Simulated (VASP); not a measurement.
Input:

```
CsPbCl3
1.0
    5.16021     0.00000     0.00000
    0.00000     5.16021     0.00000
    0.00000     0.00000     5.16021
Cs Pb Cl
1 1 3
Direct
  0.00000   0.00000   0.00000
  0.50000   0.50000   0.50000
  0.50000   0.00000   0.50000
  0.00000   0.50000   0.50000
  0.50000   0.50000   0.00000
```

Calculation: LDA (Ceperley-Alder, Perdew-Zunger), VASP's LDA PAW potentials (set 64) (plane waves; VASP). Numerical set-up: 500 eV cut-off, 5×5×5 Γ-centred mesh, Gaussian smearing of 0.050 eV, potentials Cs_sv Pb_d Cl.

The ions, cell shape and volume at an external pressure of 10.0 GPa are relaxed. Which structure does the run end with?

```
CsPbCl3
1.0
    5.14643     0.00000     0.00000
    0.00000     5.14643     0.00000
    0.00000     0.00000     5.14643
Cs Pb Cl
1 1 3
Direct
  0.00000   0.00000   0.00000
  0.50000   0.50000   0.50000
  0.50000   0.00000   0.50000
  0.00000   0.50000   0.50000
  0.50000   0.50000   0.00000
```
Space group Pm-3m (221), at a tolerance of 0.03 Å.

How do energy and volume change from the first to the last step?

The energy (σ→0) changes by +13.3 meV/atom and the volume by -0.8 %, in 3 ionic steps.

```
step  E(σ→0) (eV)  max force (eV/Å)  pressure (GPa)  volume (Å³)
----  -----------  ----------------  --------------  -----------
1        -18.6815             0.000            9.43       137.40
2        -18.5614             0.000           10.44       135.47
3        -18.6149             0.000           10.00       136.31
```

The compound is CsPbCl3 in the cubic perovskite structure, the ideal cubic form; the compound distorts at low or room temperature. This run relaxes it under an external pressure of 10 GPa. Symmetry was kept, so distortions that lower it aren't found.
